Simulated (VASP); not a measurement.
The system is C.

```xyz
2
Lattice="0.0000 1.7834 1.7834 1.7834 0.0000 1.7834 1.7834 1.7834 0.0000" Properties=species:S:1:pos:R:3 pbc="T T T"
C     2.6751    2.6751    2.6751
C     1.7834    1.7834    1.7834
```

This isn't the form of C at room conditions, which is graphite.

Base run:

| Property | Result |
| --- | --- |
| Program | VASP 6.6.1 |
| Functional | TB-mBJ |
| Potentials or basis | VASP PAW PBE potentials, release 64 (C) |
| Cutoff | 520 eV |
| k mesh | 12 × 12 × 12 |
| Occupations | gaussian, width 0.02 eV |
| Spin | no spin polarisation |

Its results: band gap on the k mesh 4.98 eV, indirect (least direct gap 6.62 eV).

Q: The run is repeated on the same cell with these changes: functional from TB-mBJ to LDA; potentials or basis from VASP PAW PBE potentials, release 64 (C) to VASP PAW LDA potentials, release 64 (C). What comes out?

A: Band gap on the k mesh 4.12 eV, indirect (least direct gap 5.54 eV).

Not every run made on this cell is shown here.
